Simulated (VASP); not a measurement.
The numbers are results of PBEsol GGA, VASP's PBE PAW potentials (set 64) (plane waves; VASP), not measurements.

VASP ran on this input.

### KPOINTS
```
Automatic mesh
0
Gamma
6 6 6
0 0 0
```

### POSCAR
```
KI
3.5101210
  0.0000000000   0.9600000588   1.0000000613
  0.9600000588   0.0000000000   1.0000000613
  0.9600000588   0.9600000588   0.0000000000
K I
1 1
Direct
  0.0000000000   0.0000000000   0.0000000000
  0.5000000000   0.5000000000   0.5000000000
```

**INCAR**
```
ALGO  =  Normal
EDIFF  =  1E-7
ENCUT  =  480
GGA  =  PS
ISIF  =  2
ISMEAR  =  0
LASPH  =  .TRUE.
LCHARG  =  .FALSE.
LMAXMIX  =  4
LREAL  =  .FALSE.
LWAVE  =  .FALSE.
NELM  =  100
PREC  =  Accurate
SIGMA  =  0.05
SYSTEM  =  KI
```

POTCAR, in this order: K_sv I (PBE.64 set). Program: vasp_std.

What VASP printed:

**OSZICAR**
```
       N       E                     dE             d eps       ncg     rms          rms(c)
DAV:   1     0.867502679992E+02    0.86750E+02   -0.63666E+03   720   0.107E+03
DAV:   2    -0.198175106345E+00   -0.86948E+02   -0.81542E+02   836   0.237E+02
DAV:   3    -0.559528803852E+01   -0.53971E+01   -0.53694E+01   964   0.564E+01
DAV:   4    -0.585532667819E+01   -0.26004E+00   -0.25972E+00  1268   0.109E+01
DAV:   5    -0.585779014683E+01   -0.24635E-02   -0.24634E-02   944   0.878E-01    0.372E+00
DAV:   6    -0.578575238196E+01    0.72038E-01   -0.99156E-02   868   0.241E+00    0.262E+00
DAV:   7    -0.578024502429E+01    0.55074E-02   -0.12218E-01   884   0.234E+00    0.886E-01
DAV:   8    -0.578282677806E+01   -0.25818E-02   -0.17305E-02   876   0.115E+00    0.246E-01
DAV:   9    -0.578273794875E+01    0.88829E-04   -0.60516E-04   948   0.183E-01    0.899E-02
DAV:  10    -0.578296970351E+01   -0.23175E-03   -0.37011E-04   860   0.118E-01    0.921E-02
DAV:  11    -0.578296897317E+01    0.73034E-06   -0.54606E-05   920   0.498E-02    0.122E-02
DAV:  12    -0.578296883131E+01    0.14186E-06   -0.30549E-06   940   0.181E-02    0.772E-03
DAV:  13    -0.578296978190E+01   -0.95059E-06   -0.96830E-07   880   0.789E-03    0.265E-03
DAV:  14    -0.578296973615E+01    0.45758E-07   -0.14682E-07   896   0.308E-03
   1 F= -.57829697E+01 E0= -.57829697E+01  d E =-.174008E-16
```

**OUTCAR**
```
------------------------ aborting loop because EDIFF is reached ----------------------------------------
  FORCE on cell =-STRESS in cart. coord.  units (eV):
  Direction    XX          YY          ZZ          XY          YZ          ZX
  --------------------------------------------------------------------------------------
  Total        0.8733392      0.8733392      0.1277858      0.0000000      0.0000000     -0.0000000
  in kB       17.5531362     17.5531362      2.5683508      0.0000000      0.0000000     -0.0000000
  external PRESSURE =      12.5582078 kB  Pullay stress =       0.0000000 kB
  volume of cell :       79.71
      direct lattice vectors                 reciprocal lattice vectors
     0.000000000  3.369716367  3.510121215    -0.148380441  0.148380441  0.142445223
     3.369716367  0.000000000  3.510121215     0.148380441 -0.148380441  0.142445223
     3.369716367  3.369716367  0.000000000     0.148380441  0.148380441 -0.142445223
  FREE ENERGIE OF THE ION-ELECTRON SYSTEM (eV)
  ---------------------------------------------------
  free  energy   TOTEN  =        -5.7829697361 eV

  energy  without entropy=       -5.7829697361  energy(sigma->0) =       -5.78296974
```
(Selected blocks of OUTCAR.)

The compound is KI in the rock salt structure. This cell was strained or had an atom moved on purpose.
